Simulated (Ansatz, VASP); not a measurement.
# Ga2O3 (partly crystallised Ga2O3) in two plane-wave programs

One calculation is typed for both programs; each brings its own data sets. How far apart do they land? Of the first pair: The structure shown is the start of the Ansatz relaxation below; VASP solves that cell, so the two are compared at the walk's first step.

Method: plane waves, with VASP 6.6.1 beside it; single point at PBE, in Ansatz 0.2.0.

### Step 1. Starting point

The cell holds 95 atoms: 38 Ga and 57 O. Cell: a = 10.385 Å, b = 9.998 Å, c = 10.157 Å, α = 90.7°, β = 85.4°, γ = 94.1°. As first built, before any earlier steps moved the atoms (in the runner's words): 95 atoms (38 Fe, 57 O) placed at random at 4.44 g/cm^3, melted at 5000 K for 10 ps at fixed volume with the Morse and Coulomb pair potential with partial charges (Pedone, Malavasi, Menziani, Cormack and Segre, J. Phys. Chem. B 110, 11780 (2006)). Quenched from 5000 K to 300 K at 50 K/ps and fixed volume, held 5 ps, then minimised at fixed cell. Then Fe was replaced by Ga and the cell scaled by 1.003 (the potential has no terms for the new elements, so the cell is a start for a DFT relaxation).

### Step 2. Ansatz: relaxation, PBE

Ansatz runs on its default PAW (the set named soft_2) files.

The two programs are compared at the cell with which this relaxation starts, whose forces are those of its first step.

input.yaml reads:

```yaml
crystal:
  lattice:
    - [10.36993, -0.3638, 0.41402]
    - [-0.36016, 9.99099, -0.05236]
    - [0.40988, -0.05236, 10.14884]
  atoms:
    - { symbol: Ga, position: [0.86393, 0.15001, 0.8491] }
    - { symbol: Ga, position: [0.06515, 0.98086, 0.77046] }
    - { symbol: Ga, position: [0.71725, 0.31294, 0.12039] }
    - { symbol: Ga, position: [0.91818, 0.96377, 0.23967] }
    - { symbol: Ga, position: [0.57816, 0.79128, 0.78449] }
    - { symbol: Ga, position: [0.19396, 0.21705, 0.28977] }
    - { symbol: Ga, position: [0.18024, 0.01424, 0.03815] }
    - { symbol: Ga, position: [0.462, 0.29238, 0.9306] }
    - { symbol: Ga, position: [0.37862, 0.62574, 0.41776] }
    - { symbol: Ga, position: [0.39056, 0.00035, 0.28208] }
    - { symbol: Ga, position: [0.11289, 0.23846, 0.57286] }
    - { symbol: Ga, position: [0.97083, 0.70322, 0.69517] }
    - { symbol: Ga, position: [0.81375, 0.31058, 0.401] }
    - { symbol: Ga, position: [0.14995, 0.75694, 0.23287] }
    - { symbol: Ga, position: [0.724, 0.6249, 0.51825] }
    - { symbol: Ga, position: [0.34974, 0.06209, 0.76967] }
    - { symbol: Ga, position: [0.17223, 0.27214, 0.85025] }
    - { symbol: Ga, position: [0.82616, 0.82121, 0.97286] }
    - { symbol: Ga, position: [0.66492, 0.08642, 0.34043] }
    - { symbol: Ga, position: [0.08994, 0.4949, 0.40432] }
    - { symbol: Ga, position: [0.23768, 0.48809, 0.12867] }
    - { symbol: Ga, position: [0.71129, 0.53424, 0.88662] }
    - { symbol: Ga, position: [0.40146, 0.79406, 0.01801] }
    - { symbol: Ga, position: [0.18644, 0.49528, 0.66238] }
    - { symbol: Ga, position: [0.62953, 0.24336, 0.65178] }
    - { symbol: Ga, position: [0.47462, 0.30524, 0.39112] }
    - { symbol: Ga, position: [0.52547, 0.91181, 0.53031] }
    - { symbol: Ga, position: [0.81567, 0.93899, 0.56252] }
    - { symbol: Ga, position: [0.86161, 0.59713, 0.21857] }
    - { symbol: Ga, position: [0.11417, 0.9345, 0.47061] }
[... 59 atom lines left out ...]
    - { symbol: O, position: [0.39404, 0.42836, 0.06719] }
    - { symbol: O, position: [0.29964, 0.18275, 0.9399] }
    - { symbol: O, position: [0.40558, 0.70458, 0.84874] }
    - { symbol: O, position: [0.91027, 0.63215, 0.04017] }
    - { symbol: O, position: [0.48429, 0.06291, 0.43277] }
    - { symbol: O, position: [0.36738, 0.19839, 0.27555] }
kpoints:
  mp_grid: { grid: [1, 1, 1] }
hamiltonian:
  xc: pbe
scf:
  occupations: { method: fixed }
output:
  forces: true
  eigenvalues: true
  stress: true
relax:
  f_tol: 0.05
  max_steps: 70
```

Started as:

```console
> ansatz run input.yaml --threads 4 --pin off --max-ram 12288MiB --backend cpu --events-out ev --progress --plain --runs-dir out
```

Numbers of over 12 decimals in the logs are rounded to 6 here.

What it wrote:

```text
Warning: output.stress: scf.convergence.dr2_threshold = 1e-7 eV (the SCF's general default) is looser than the 9.5e-9 eV advised for a printed stress (1e-10 eV for each atom of the cell: 95). What an SCF threshold leaves in a stress goes as its square root, and in the free energy as the threshold itself, and one threshold admits the most on a small cell: [figures from the program's tests cut] Every solve of this run  [...]
Engine: ansatz 0.2.0, x86_64-unknown-linux-gnu
Pseudopotentials: kind: paw
Pseudopotential: Ga, paw, valence charge 13, recommended cutoff 420 eV (normal), Ga.paw.azcp
Pseudopotential: O, paw, valence charge 6, recommended cutoff 420 eV (normal), O.paw.azcp
Functional definition: PBE
  parameter kappa = 0.804
  parameter beta = 0.066725
  exchange = pbe_x(kappa = kappa, mu = beta*pi^2/3)
  correlation = pbe_c(beta = beta)
Crystal: 95 atoms, lattice volume = 1048.441 Å³
Basis set: ecut = 420 eV, 20473 PW (Γ), exchange–correlation on 144×144×144 points (8 copies of the dense FFT grid, shifted against one another)
Bands: 513, of which v1, the nominal top of the filled ones, is band 418 counted from 1 (417 counted from 0)
Symmetry: 1 space group operations
Space group: P1 (ITA 1), of the structure as read, at distance tolerance 1.0e-4 Å
k-points: 1
Non-local potential: Ga, projectors of the file, l = 0: 2, l = 1: 2, l = 2: 3, l = 3: 1
Non-local potential: O, projectors of the file, l = 0: 2, l = 1: 2, l = 2: 1
PAW form: soft (Blöchl's): semilocal exchange-correlation on the pseudo side does not see the compensation charge
PAW one-centre angular grid: Ga, 590 points (default); XC on 64 Gauss nodes
PAW one-centre angular grid: O, 110 points (default); XC on 64 Gauss nodes
Initial density: superposition of atomic densities (neutral atoms: chi_scale 0, normalization atom), corrected by the library's trained network
Initial wavefunctions: pseudopotential atomic-orbital guess
Functional: x = pbe(κ = 0.804, μ = 0.219515), c = pbe(β = 0.066725)
SCF iter   1: F=—  HF=-176121.103668 eV  |F-HF|=—  |Δ(HF+E_count)|=         —  Δρ=2.14e-3  dr2=6.22e-2  ethr=1.77e-3  ⟨swp⟩=5.0  Hψ=1532  notcnv=0  defer=91
preconditioner: auto → Resta (q_TF=auto, 2.627 Å⁻¹)  ε∞=4.7  [insulator: Δε(μ)=1.780 eV  Ē_g=17.316 eV  n_scr=318 (ndim 8)  ℏωp=33.2 eV  f_vac=0.054  ε∞_Penn≈4.7]
SCF iter   2: F=—  HF=-176121.100924 eV  |F-HF|=—  |Δ(HF+E_count)|=   2.74e-3  Δρ=1.13e-3  dr2=1.47e-2  ethr=7.44e-6  ⟨swp⟩=2.0  Hψ=1010  notcnv=0  defer=93
SCF iter   3: F=—  HF=-176121.102242 eV  |F-HF|=—  |Δ(HF+E_count)|=   1.32e-3  Δρ=4.66e-4  dr2=3.93e-3  ethr=1.76e-6  ⟨swp⟩=2.0  Hψ=598  notcnv=0  defer=93
SCF iter   4: F=—  HF=-176121.102001 eV  |F-HF|=—  |Δ(HF+E_count)|=   2.42e-4  Δρ=1.58e-4  dr2=2.56e-4  ethr=4.70e-7  ⟨swp⟩=2.0  Hψ=598  notcnv=0  defer=93
SCF iter   5: F=—  HF=-176121.102053 eV  |F-HF|=—  |Δ(HF+E_count)|=   5.27e-5  Δρ=1.02e-4  dr2=9.27e-5  ethr=3.07e-8  ⟨swp⟩=2.0  Hψ=832  notcnv=0  defer=93
SCF iter   6: F=-176121.102057 eV  HF=-176121.102055 eV  |F-HF|=1.68e-6  |Δ(HF+E_count)|=   2.13e-6  Δρ=2.30e-5  dr2=5.36e-6  ethr=7.48e-9  ⟨swp⟩=11.0  Hψ=2318  notcnv=0
SCF 1 converged in 6 iterations: F = -176121.102057 eV  dr2 = 5.36e-6
  greatest PAW one-centre occupation: 0.998 electrons in one spin orbital (limit 2), on the Ga atom at site 18 (counted from 0), in its partial waves of l = 2
relax step   1: F+E_penalty+E_count = -176121.10205703 eV  Δ(F+E_penalty+E_count) = +0.000e0 eV  max|allowed force component| = 2.407e-1 eV/Å  Δτ_max = 0.0000 Å  (6 SCF iters, dr2 threshold 6.25e-5 eV, accepted)
Initial density: handed on by an earlier stage of this run
Initial wavefunctions: those handed on with the density
iter 1 solved again at ethr=1.24e-6 eV; its pass at ethr=3.10e-3 eV (dr2=1.04e-2 eV) is discarded
SCF iter   1: F=—  HF=-176121.124080 eV  |F-HF|=—  |Δ(HF+E_count)|=         —  Δρ=1.78e-3  dr2=1.05e-2  ethr=1.24e-6  ⟨swp⟩=2.0  Hψ=1242  notcnv=0  defer=93
preconditioner: auto → Resta (q_TF=auto, 2.627 Å⁻¹)  ε∞=4.7  [insulator: Δε(μ)=1.756 eV  Ē_g=17.292 eV  n_scr=318 (ndim 8)  ℏωp=33.2 eV  f_vac=0.055  ε∞_Penn≈4.7]
[...]
--- Relaxed structure (3 steps of the walk, 3 accepted, 0 SCFs on fresh bases) ---
  F+E_penalty+E_count = -176121.13592011 eV   max|allowed force component| = 4.263e-2 eV/Å
  atoms:
    - { symbol: Ga, position: [0.863781, 0.150435, 0.848412] }
    - { symbol: Ga, position: [0.065886, 0.980767, 0.770026] }
    - { symbol: Ga, position: [0.716484, 0.312981, 0.121090] }
    - { symbol: Ga, position: [0.918130, 0.964415, 0.239391] }
    - { symbol: Ga, position: [0.578211, 0.791783, 0.784082] }
    - { symbol: Ga, position: [0.193275, 0.216586, 0.289328] }
    - { symbol: Ga, position: [0.179985, 0.014382, 0.037646] }
    - { symbol: Ga, position: [0.461900, 0.292852, 0.930913] }
    - { symbol: Ga, position: [0.378703, 0.625339, 0.418597] }
    - { symbol: Ga, position: [0.390052, 0.000588188, 0.281953] }
    - { symbol: Ga, position: [0.114001, 0.237636, 0.572715] }
    - { symbol: Ga, position: [0.971385, 0.702863, 0.695500] }
    - { symbol: Ga, position: [0.813686, 0.311019, 0.400373] }
    - { symbol: Ga, position: [0.149418, 0.756871, 0.232529] }
    - { symbol: Ga, position: [0.724544, 0.625791, 0.517181] }
    - { symbol: Ga, position: [0.351051, 0.061027, 0.770698] }
    - { symbol: Ga, position: [0.172091, 0.271761, 0.850679] }
    - { symbol: Ga, position: [0.826321, 0.822002, 0.973355] }
    - { symbol: Ga, position: [0.664781, 0.086768, 0.340632] }
    - { symbol: Ga, position: [0.090401, 0.494545, 0.403939] }
    - { symbol: Ga, position: [0.237256, 0.488125, 0.128306] }
    - { symbol: Ga, position: [0.711892, 0.535042, 0.888307] }
    - { symbol: Ga, position: [0.400168, 0.793290, 0.017744] }
    - { symbol: Ga, position: [0.186530, 0.494303, 0.662301] }
[...]
- { symbol: Ga, position: [0.518237, 0.530481, 0.156300] }
    - { symbol: Ga, position: [0.278741, 0.768557, 0.738480] }
    - { symbol: Ga, position: [0.066208, 0.597294, 0.960323] }
    - { symbol: Ga, position: [0.608468, 0.034300, 0.017630] }
    - { symbol: Ga, position: [0.990842, 0.290650, 0.116810] }
    - { symbol: Ga, position: [0.896514, 0.408022, 0.654071] }
    - { symbol: Ga, position: [0.462030, 0.492592, 0.693110] }
    - { symbol: Ga, position: [0.632074, 0.799959, 0.265600] }
    - { symbol: O, position: [0.962335, 0.825868, 0.845472] }
    - { symbol: O, position: [0.795100, 0.838014, 0.158892] }
    - { symbol: O, position: [0.038026, 0.121564, 0.903191] }
    - { symbol: O, position: [0.054855, 0.341219, 0.726307] }
    - { symbol: O, position: [0.503614, 0.169427, 0.776844] }
    - { symbol: O, position: [0.208272, 0.664969, 0.067231] }
    - { symbol: O, position: [0.638766, 0.277035, 0.298601] }
    - { symbol: O, position: [0.699366, 0.916014, 0.409926] }
    - { symbol: O, position: [0.148650, 0.117031, 0.439553] }
    - { symbol: O, position: [0.382172, 0.910981, 0.657005] }
    - { symbol: O, position: [0.301265, 0.413695, 0.773037] }
    - { symbol: O, position: [0.220381, 0.388881, 0.495896] }
    - { symbol: O, position: [0.206058, 0.136342, 0.696342] }
    - { symbol: O, position: [0.323404, 0.938480, 0.114983] }
    - { symbol: O, position: [0.645922, 0.925719, 0.662554] }
    - { symbol: O, position: [0.582649, 0.641334, 0.643471] }
    - { symbol: O, position: [0.726050, 0.166799, 0.506267] }
    - { symbol: O, position: [0.242158, 0.874608, 0.351725] }
    - { symbol: O, position: [0.772846, 0.00490797, 0.943093] }
    - { symbol: O, position: [0.778620, 0.274445, 0.747936] }
    - { symbol: O, position: [0.714408, 0.640082, 0.329236] }
    - { symbol: O, position: [0.470799, 0.485798, 0.333833] }
    - { symbol: O, position: [0.125076, 0.378553, 0.248536] }
    - { symbol: O, position: [0.504462, 0.712685, 0.139868] }
[...]
- { symbol: O, position: [0.857016, 0.274729, 0.00347776] }
    - { symbol: O, position: [0.571732, 0.983065, 0.199311] }
    - { symbol: O, position: [0.394534, 0.428469, 0.067548] }
    - { symbol: O, position: [0.299382, 0.182494, 0.940921] }
    - { symbol: O, position: [0.405510, 0.703624, 0.848474] }
    - { symbol: O, position: [0.908738, 0.632956, 0.039600] }
    - { symbol: O, position: [0.483305, 0.063456, 0.433480] }
    - { symbol: O, position: [0.368143, 0.198789, 0.273826] }
```

### Step 3. VASP: single point, PBE, start cell, pair 1

The same cell, functional and mesh now go to VASP, with its own data sets.

Lines of VASP's logs that name or quote its potential files are left out, and so is its time.

INCAR reads:

```
SYSTEM = Ga2O3
PREC = Accurate
ENCUT = 520
EDIFF = 1E-06
NELM = 120
ISMEAR = 0
SIGMA = 0.01
LREAL = Auto
ALGO = Normal
GGA = PE
NBANDS = 488
LORBIT = 11
LWAVE = .FALSE.
LCHARG = .FALSE.
ISIF = 2
LASPH = .TRUE.
GGA_COMPAT = .FALSE.
EFERMI = MIDGAP
NCORE = 2
```

POSCAR reads:

```
Ga2O3
1.0
   10.3699300000     -0.3638000000      0.4140200000
   -0.3601600000      9.9909900000     -0.0523600000
    0.4098800000     -0.0523600000     10.1488400000
Ga O
38 57
Direct
    0.8639305374      0.1500108352      0.8490990149
    0.0651469423      0.9808579326      0.7704610167
    0.7172527863      0.3129359786      0.1203909343
    0.9181809771      0.9637667131      0.2396744393
    0.5781564625      0.7912838684      0.7844899796
    0.1939646955      0.2170492482      0.2897729628
    0.1802413236      0.0142397854      0.0381543193
    0.4619963283      0.2923834974      0.9306022639
    0.3786170375      0.6257352817      0.4177628649
    0.3905623596      0.0003459581      0.2820832220
    0.1128919014      0.2384613466      0.5728582115
    0.9708296886      0.7032223020      0.6951708582
    0.8137469702      0.3105835710      0.4009970238
    0.1499498905      0.7569364792      0.2328690708
    0.7240011114      0.6248957652      0.5182531799
    0.3497410377      0.0620895104      0.7696693634
    0.1722301732      0.2721428390      0.8502491578
    0.8261591826      0.8212094508      0.9728552329
    0.6649216610      0.0864201878      0.3404265014
    0.0899449215      0.4949051228      0.4043195317
    0.2376825472      0.4880903765      0.1286699843
    0.7112876703      0.5342403491      0.8866220675
    0.4014597102      0.7940648489      0.0180084508
    0.1864414311      0.4952771817      0.6623754273
    0.6295316171      0.2433643479      0.6517793045
    0.4746246444      0.3052397513      0.3911164486
    0.5254748757      0.9118150008      0.5303054857
    0.8156677804      0.9389853935      0.5625236481
    0.8616137038      0.5971279557      0.2185708233
    0.1141738870      0.9344997517      0.4706114329
[... 59 atom lines left out ...]
    0.3940373521      0.4283628350      0.0671889333
    0.2996424560      0.1827469722      0.9399015712
    0.4055841827      0.7045840089      0.8487444925
    0.9102675308      0.6321454008      0.0401651982
    0.4842921200      0.0629112006      0.4327674303
    0.3673804644      0.1983868131      0.2755472225
```

KPOINTS reads:

```
Automatic mesh
0
Gamma
1 1 1
0 0 0
```

Potentials, in the order of the species: Ga_d and O (PBE family, release 64).

Started as:

```console
> mpirun -np 8 vasp_gam
```

What it wrote:

```text
[banner, memory and clock lines left out]
running    8 mpi-ranks, on    1 nodes
[...]
LDA part: xc-table for (Slater+PW92), standard interpolation
 POSCAR, INCAR and KPOINTS ok, starting setup
[...]
entering main loop
       N       E                     dE             d eps       ncg     rms          rms(c)
DAV:   1     0.242026735689E+05    0.24203E+05   -0.29267E+05  1016   0.362E+03
DAV:   2     0.583470883132E+04   -0.18368E+05   -0.17416E+05   976   0.106E+03
DAV:   3     0.272370995752E+03   -0.55623E+04   -0.52541E+04  1232   0.395E+02
DAV:   4    -0.558240941576E+03   -0.83061E+03   -0.80667E+03  1120   0.158E+02
[...]
DAV:  20    -0.556866118666E+03    0.14310E-05   -0.10408E-05  1376   0.375E-02    0.424E-03
DAV:  21    -0.556866120760E+03   -0.20939E-05   -0.30178E-05  1032   0.221E-02    0.305E-03
DAV:  22    -0.556866120841E+03   -0.80778E-07   -0.30671E-06   720   0.126E-02
   1 F= -.55686612E+03 E0= -.55686612E+03  d E =0.000000E+00
```

OUTCAR, selected parts (step 3):

```text
  Total       26.1645818     10.7603417     11.7453101     -0.1999560      0.9226699     -0.5225920
  in kB       39.9834484     16.4434337     17.9486148     -0.3055631      1.4099796     -0.7985999
  external PRESSURE =      24.7918323 kB  Pullay stress =       0.0000000 kB

 POSITION                                       TOTAL-FORCE (eV/Angst)
 -----------------------------------------------------------------------------------
[...]
6.31780      0.11830      0.42920        -0.134878      0.084368      0.090803
     10.22260      2.54000      1.58290         0.080676     -0.030346      0.072145
      9.42070      3.71430      6.99280        -0.049430      0.045558      0.042099
      4.88880      4.71470      7.19330         0.064541      0.024535     -0.063009
      6.38610      7.74170      2.91680        -0.048159     -0.018891     -0.030979
     10.02510      7.85440      8.93800         0.048883      0.000476     -0.013203
      8.01690      8.06640      1.89930        -0.004845     -0.017732     -0.056363
      0.72160      1.15770      9.17420         0.001132     -0.018752      0.101774
      0.74580      3.36130      7.37880        -0.099841     -0.018286      0.055528
      5.46250      1.47540      8.06960         0.100139      0.013754      0.018776
      1.94880      6.56270      0.73900         0.126013      0.078267     -0.005325
      6.65190      2.51570      3.27220         0.018130      0.027298     -0.032950
      7.08480      8.87250      4.40470         0.095254     -0.023002      0.006838
[...]
-----------------------------------------------------------------------------------
    total drift:                                0.030087      0.005080     -0.020324

  FREE ENERGIE OF THE ION-ELECTRON SYSTEM (eV)
  ---------------------------------------------------
  free  energy   TOTEN  =      -556.8661208411 eV

  energy  without entropy=     -556.8661208411  energy(sigma->0) =     -556.86612084

[... 3 further parts left out ...]
[key lines of the parts left out:]
E-fermi :   4.3926
```

The run ends at a pressure of 2.48 GPa, with forces up to 0.26 eV/Å.

### Step 4. Comparison

Known differences besides the potentials themselves: fixed occupations in Ansatz, narrow Gaussian smearing in VASP; the cutoff is 420 eV in Ansatz and 520 eV in VASP (PREC = Accurate, projectors in real space). Total energies have different zeros and are not compared.

Forces on 9 of the 95 atoms, those with the largest forces and the largest differences (eV/Å; atoms numbered as in POSCAR):

```
atom         Ansatz x, y, z           VASP x, y, z
 Ga6   -0.212, 0.043, 0.038   -0.199, 0.033, 0.056
Ga30    0.136, 0.039, 0.174    0.136, 0.036, 0.170
Ga33  0.100, -0.077, -0.134  0.062, -0.063, -0.157
Ga34   -0.127, 0.083, 0.117   -0.135, 0.084, 0.091
 O50   0.167, 0.007, -0.022   0.232, 0.001, -0.064
 O92  -0.004, -0.051, 0.008  -0.011, -0.119, 0.004
 O93   -0.188, 0.058, 0.075   -0.200, 0.070, 0.054
 O94   -0.065, 0.020, 0.057   -0.089, 0.074, 0.082
 O95  0.241, -0.017, -0.074  0.242, -0.002, -0.098
```

The forces differ by 18 meV/Å r.m.s., which is 27.1 % of the r.m.s. force of 0.067 eV/Å (both taken over all components).

### Step 5. Ansatz: relaxation, PBE

The two programs are compared at the cell with which this relaxation starts, whose forces are those of its first step. The cell compared in this pair holds 1069.62 Å³, against 1048.44 Å³ for the pair before.

The structure compared here is the start of the Ansatz relaxation; VASP solves that cell, so the two are compared at the walk's first step.

Edit input.yaml of step 2 so:

```diff
@@ -2,5 +2,5 @@
   lattice:
-    - [10.36993, -0.3638, 0.41402]
-    - [-0.36016, 9.99099, -0.05236]
-    - [0.40988, -0.05236, 10.14884]
+    - [10.57943, -0.3638, 0.41402]
+    - [-0.36744, 9.99099, -0.05236]
+    - [0.41816, -0.05236, 10.14884]
   atoms:
```

Started as:

```console
> ansatz run input.yaml --threads 4 --pin off --max-ram 12288MiB --backend cpu --events-out ev --progress --plain --runs-dir out
```

What it wrote:

```text
[...]
Crystal: 95 atoms, lattice volume = 1069.623 Å³
Basis set: ecut = 420 eV, 20927 PW (Γ), exchange–correlation on 144×144×144 points (8 copies of the dense FFT grid, shifted against one another)
Bands: 513, of which v1, the nominal top of the filled ones, is band 418 counted from 1 (417 counted from 0)
Symmetry: 1 space group operations
[...]
k-points: 1
[...]
- { symbol: O, position: [0.796463, 0.837102, 0.158557] }
    - { symbol: O, position: [0.037576, 0.122004, 0.902780] }
    - { symbol: O, position: [0.055001, 0.342828, 0.726965] }
    - { symbol: O, position: [0.500224, 0.170637, 0.774392] }
    - { symbol: O, position: [0.208073, 0.664593, 0.068222] }
    - { symbol: O, position: [0.639918, 0.276128, 0.296374] }
    - { symbol: O, position: [0.698617, 0.915383, 0.410276] }
[...]
- { symbol: O, position: [0.405743, 0.705505, 0.848811] }
    - { symbol: O, position: [0.911616, 0.632045, 0.040843] }
    - { symbol: O, position: [0.485810, 0.062552, 0.432077] }
    - { symbol: O, position: [0.366555, 0.197920, 0.277264] }
```

[end of part 1 of 2]

[Lines on the potential files, build, host, timing and source positions are cut from VASP's logs without a mark.]

[Logs are printed without paths, hosts, clocks, repeated set-up lines and the standing remarks that a program may print on its own settings, such as how far it seeks lower states.]

[Hosts, paths, dates, database ids (printed as entryN), source tags and the programs' standing remarks are cut or masked in the printed files.]
